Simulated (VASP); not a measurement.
Input:

```yaml
crystal:
  lattice:
    - [3.83216, 0.00000, 0.00000]
    - [0.00000, 3.83216, 0.00000]
    - [0.00000, 0.00000, 3.83216]
  atoms:
    - { symbol: Sr, position: [0.00000, 0.00000, 0.00000] }
    - { symbol: Ti, position: [0.50000, 0.50000, 0.50000] }
    - { symbol: O, position: [0.50000, 0.00000, 0.50000] }
    - { symbol: O, position: [0.00000, 0.50000, 0.50000] }
    - { symbol: O, position: [0.50000, 0.50000, 0.00000] }
```

Computed with PBEsol GGA, VASP's PBE PAW potentials (set 64) (plane waves; VASP 6.6.1). Run with 620 eV cut-off, 6×6×6 Γ-centred mesh, Gaussian smearing of 0.050 eV, potentials Sr_sv Ti_sv O.

**Question.** What does the run give for the energy per atom (σ→0), pressure, band gap (on the k-mesh) with the smallest direct gap where there is one?

**Answer.** 
```yaml
band gap (on the k-mesh): 1.90 eV
smallest direct gap (on the k-mesh): 2.22 eV
energy per atom (σ→0): -8.387 eV/atom
pressure: 9.95 GPa
```

Only differences to runs with the same potentials and settings are physical.

The compound is SrTiO3 in the cubic perovskite structure, the ideal cubic form; the compound distorts at low or room temperature. It was relaxed first under an external pressure of 10 GPa.
